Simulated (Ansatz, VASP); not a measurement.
# Cross-check of C (Diamond) between VASP and Ansatz

Aim: how closely do two programs agree when they are given the same cell, functional and k mesh? The cell is taken from a series of runs on this material, whose earlier steps may have relaxed, scaled, displaced or heated it; both programs get it as it stands.

Calculated with Ansatz 0.2.0; plane waves, with VASP 6.6.1 beside it; zone-centre phonons at LDA.

**1. Set-up**

Symmetry: Fd-3m, No. 227, cubic system. The conventional cell has a = 3.532 Å, b = 3.532 Å, c = 3.532 Å, α = 90.00°, β = 90.00°, γ = 90.00°. Nearest to C lie 4 C at 1.53 Å.

**2. Ansatz: zone-centre phonons, LDA**

Ansatz runs on its default PAW (the set named soft_2) files.

Second derivatives magnify differences that forces hide, and they need a tight electronic threshold.

Contents of input.yaml:

```yaml
crystal:
  lattice:
    - [0.0, 1.7658784383, 1.7658784383]
    - [1.7658784383, 0.0, 1.7658784383]
    - [1.7658784383, 1.7658784383, 0.0]
  atoms:
    - { symbol: C, position: [0.0, 0.0, 0.0] }
    - { symbol: C, position: [0.25, 0.25, 0.25] }
kpoints:
  mp_grid: { grid: [10, 10, 10] }
hamiltonian:
  xc: lda
scf:
  occupations: { method: fixed }
output:
  eigenvalues: true
phonons:
  method: dfpt
  dielectric: true
  rigid_motions: translations
```

Run with:

```bash
ansatz run input.yaml --threads 4 --pin off --max-ram 15360MiB --backend cpu --events-out ev --progress --plain --runs-dir out
```

Numbers of over 12 decimals in the logs are rounded to 6 here.

Output:

```text
Engine: ansatz 0.2.0, x86_64-unknown-linux-gnu
Pseudopotentials: kind: paw
Pseudopotential: C, paw, valence charge 4, recommended cutoff 420 eV (normal), C.paw.azcp
Functional definition: SPW92
  exchange = slater_x
  correlation = pw_c
Crystal: 2 atoms, lattice volume = 11.013 Å³
Basis set: ecut = 420 eV, 181 PW (Γ), exchange–correlation on 40×40×40 points (8 copies of the dense FFT grid, shifted against one another)
Bands: 8, of which v1, the nominal top of the filled ones, is band 4 counted from 1 (3 counted from 0)
Symmetry: 48 space group operations
k-points: 171 of 1000 (irreducible under 4 space group operations, time reversal used)
Non-local potential: C, projectors of the file, l = 0: 2, l = 1: 2, l = 2: 1
PAW form: soft (Blöchl's): semilocal exchange-correlation on the pseudo side does not see the compensation charge
PAW frozen core: C, regenerated for the run's functional, and the local potential with it (the file was generated under x = pbe(κ = 0.804, μ = 0.219515), c = pbe(β = 0.066725))
PAW one-centre angular grid: C, 110 points (default); XC on 64 Gauss nodes
Initial density: superposition of atomic densities (neutral atoms: chi_scale 0, normalization atom), corrected by the library's trained network
Initial wavefunctions: pseudopotential atomic-orbital guess
Functional: x = slater, c = lda
SCF iter   1: F=—  HF=-485.985808 eV  |F-HF|=—  |Δ(HF+E_count)|=         —  Δρ=7.47e-3  dr2=2.28e-3  ethr=1.77e-3  ⟨swp⟩=3.9  Hψ=8138  notcnv=0  defer=273
preconditioner: auto → none  [insulator: Δε(μ)=4.196 eV  Ē_g=19.918 eV  n_scr=0 (ndim 8)  ℏωp=31.6 eV  f_vac=0.000  ε∞_Penn≈3.5]
SCF iter   2: F=—  HF=-485.985227 eV  |F-HF|=—  |Δ(HF+E_count)|=   5.82e-4  Δρ=3.53e-3  dr2=4.85e-4  ethr=2.86e-5  ⟨swp⟩=1.3  Hψ=2789  notcnv=0  defer=278
SCF iter   3: F=—  HF=-485.985093 eV  |F-HF|=—  |Δ(HF+E_count)|=   1.34e-4  Δρ=9.17e-5  dr2=5.64e-7  ethr=6.07e-6  ⟨swp⟩=1.8  Hψ=1579  notcnv=0  defer=337
SCF iter   4: F=—  HF=-485.985093 eV  |F-HF|=—  |Δ(HF+E_count)|=   2.25e-7  Δρ=2.48e-5  dr2=3.37e-8  ethr=7.06e-9  ⟨swp⟩=2.7  Hψ=2032  notcnv=0
SCF iter   5: F=—  HF=-485.985093 eV  |F-HF|=—  |Δ(HF+E_count)|=   1.94e-9  Δρ=7.91e-6  dr2=5.85e-9  ethr=4.21e-10  ⟨swp⟩=2.0  Hψ=2052  notcnv=0
SCF iter   6: F=—  HF=-485.985093 eV  |F-HF|=—  |Δ(HF+E_count)|=   2.33e-9  Δρ=1.93e-6  dr2=3.60e-10  ethr=7.32e-11  ⟨swp⟩=2.0  Hψ=2052  notcnv=0
SCF iter   7: F=-485.985093 eV  HF=-485.985093 eV  |F-HF|=6.25e-13  |Δ(HF+E_count)|=  1.57e-10  Δρ=9.86e-8  dr2=9.25e-13  ethr=1.25e-12  ⟨swp⟩=6.7  Hψ=7007  notcnv=0
SCF 1 converged in 7 iterations: F = -485.985093 eV  dr2 = 9.25e-13
  greatest PAW one-centre occupation: 0.641 electrons in one spin orbital (limit 2), on the C atom at site 1 (counted from 0), in its partial waves of l = 0
NSCF: frozen V_eff on 2 k-points
DFPT response loops at Γ: preconditioner auto → none (the input reference at scf.mixing.eps_inf says where Resta's filter doesn't serve); β = 0.50; Broyden in place of MSR1
── the response to a field inside a basis, on 10×10×10 k-points: an SCF that follows is theirs, and a resumed run solves both again ──
Bands: 5, of which v1, the nominal top of the filled ones, is band 4 counted from 1 (3 counted from 0)
k-points: 110 of 1000 (irreducible under 12 space group operations)
Initial density: handed on by an earlier stage of this run
Initial wavefunctions: pseudopotential atomic-orbital guess (no wavefunctions were taken with the density)
Eigensolver: Dense (110 Hₖ)
SCF iter   1: F=—  HF=-485.991606 eV  |F-HF|=—  |Δ(HF+E_count)|=         —  Δρ=9.98e-4  dr2=1.55e-5  ethr=1.00e-1
preconditioner: auto → none  [insulator: Δε(μ)=4.502 eV  Ē_g=16.154 eV  n_scr=0 (ndim 8)  ℏωp=31.6 eV  f_vac=0.000  ε∞_Penn≈4.8]
SCF iter   2: F=—  HF=-485.991609 eV  |F-HF|=—  |Δ(HF+E_count)|=   3.00e-6  Δρ=4.88e-4  dr2=3.37e-6  ethr=1.94e-7
SCF iter   3: F=-485.991611 eV  HF=-485.991611 eV  |F-HF|=6.98e-9  |Δ(HF+E_count)|=   1.56e-6  Δρ=2.58e-5  dr2=9.56e-9  ethr=4.22e-8
SCF 1 converged in 3 iterations: F = -485.991611 eV  dr2 = 9.56e-9
DFPT response loops at Γ: mixed as the last ones told, above
SCF converged after 7 iterations
Free energy (F): -485.985093 eV
Harris-Foulkes:  -485.985093 eV  (|F-HF|=6.25e-13)
Internal energy: -485.985093 eV  (E = F + TS)
E sigma→0 (E₀):  -485.985093 eV
Fermi energy:    13.602669 eV
--- Per-component energies (eV) ---
  E_band       = 36.060945
  E_kinetic    = 186.503778
  E_local      = -122.221854  (includes V_loc(G=0)·N_el)
  E_nonlocal   = 55.775516
  E_hartree    = 26.159734
  E_xc         = -97.211310
  E_vxc        = -121.032702  (∫ρ·V_xc dr)
  E_paw        = -183.708613  (= ΣΔE_a)
  E_vpaw       = -15.283271  (= ΣTr[D̂ρ^β])
  E_aug_tail   = 0.000017  (compensation charges beyond the density's cutoff)
  E_ewald      = -351.408026
  E_core_change = 0.125665  (= ΣΔE_core)
  E_smearing   = -0.000000  (= −TS)
  E_closure    = -0.000000  (closes the sum)
  Σ components = -485.985093   (vs F -485.985093, Δ=0.00e0)
--- Band table (eV; the first three rows and the last of 171) ---
  k-point 0: bands = ["-8.1261", "13.6027", "13.6027", "13.6027", "19.2262", "19.2262", "19.2262", "27.7754"]
  k-point 1: bands = ["-7.8443", "11.9003", "13.1402", "13.1402", "19.8256", "19.8256", "20.2206", "27.9336"]
  k-point 2: bands = ["-7.0029", "8.6536", "12.2368", "12.2368", "20.9773", "20.9773", "21.5662", "28.3629"]
  k-point 170: bands = ["0.4307", "2.1472", "4.7376", "6.3996", "23.0152", "24.3031", "26.9005", "27.1416"]
--- Phonons (Γ-DFPT): 1 representative perturbation + reference, on 171 of 1000 k-points (Σ response iterations 3) ---
  k mesh reduced under 4 symmetry operations, with k and −k counted as one. Each operation leaves every solved perturbation unchanged. A smaller set is not considered because the run solves the response to a homogeneous field
  ASR residual: 3.385e-5 → 0.000e0 eV/Å²; symmetrization residual: 4.263e-14 eV/Å²
  ASR residual per site (eV/Å²): 3.39e-5 3.39e-5
  Γ frequencies (cm⁻¹): 0.00 0.00 0.00 1323.42 1323.42 1323.42
  ε∞ (high-frequency dielectric tensor):
        5.765447     0.000000     0.000000
        0.000000     5.765447    -0.000000
        0.000000    -0.000000     5.765447
  ε⁰ (static dielectric tensor: ions relaxed, cell fixed):
        5.765447     0.000000     0.000000
        0.000000     5.765447    -0.000000
        0.000000    -0.000000     5.765447
  ε⁰ − ε∞ (ionic part):
        0.000000     0.000000     0.000000
        0.000000     0.000000     0.000000
        0.000000     0.000000     0.000000
  softest optical mode at Γ: 1323.42 cm⁻¹; the repairs (sum rule, projections) moved no ω² at Γ by more than (0.88 cm⁻¹)²
  Born effective charges Z* (e; rows j = field, columns β = displacement):
    site 0:
         0.00000    0.00000    0.00000
         0.00000    0.00000    0.00000
         0.00000    0.00000    0.00000
    site 1:
        -0.00000   -0.00000   -0.00000
        -0.00000   -0.00000   -0.00000
        -0.00000    0.00000   -0.00000
  Z* charge neutrality: 4.616e-4 e pre-enforcement
  solved inside a basis spanned on kpoints, on 10×10×10 k-points, its susceptibility summed on 14×14×14: ε∞ is read to err by 1.6e-2, Z* by 4.3e-3 e (field_mesh: kpoints solves on kpoints)
  optical modes at Γ without the LO–TO term, one row a degenerate level:
      ω (cm⁻¹)  modes    IR ((D/Å)²/amu)
       1323.42      3             0.0000
  optical modes at Γ + LO–TO along q̂ = [1.0000, 0.0000, 0.0000]:
      ω (cm⁻¹)  modes    IR ((D/Å)²/amu)
       1323.42      3             0.0000
  optical modes at Γ + LO–TO along q̂ = [0.0000, 1.0000, 0.0000]:
      ω (cm⁻¹)  modes    IR ((D/Å)²/amu)
       1323.42      3             0.0000
  optical modes at Γ + LO–TO along q̂ = [0.0000, 0.0000, 1.0000]:
      ω (cm⁻¹)  modes    IR ((D/Å)²/amu)
       1323.42      3             0.0000
```

Reading the cycles: dr2 is the Hartree energy of the density residual (eV), the measure of convergence; HF is the Harris–Foulkes estimate of the energy, which meets the free energy F at convergence.

(Part 1 of 2 ends here.)

[Lines on the potential files, build, host, timing and source positions are cut from VASP's logs without a mark.]

[Logs are printed without paths, hosts, clocks, repeated set-up lines and the standing remarks that a program may print on its own settings, such as how far it seeks lower states.]

[Hosts, paths, dates, database ids (printed as entryN), source tags and the programs' standing remarks are cut or masked in the printed files.]
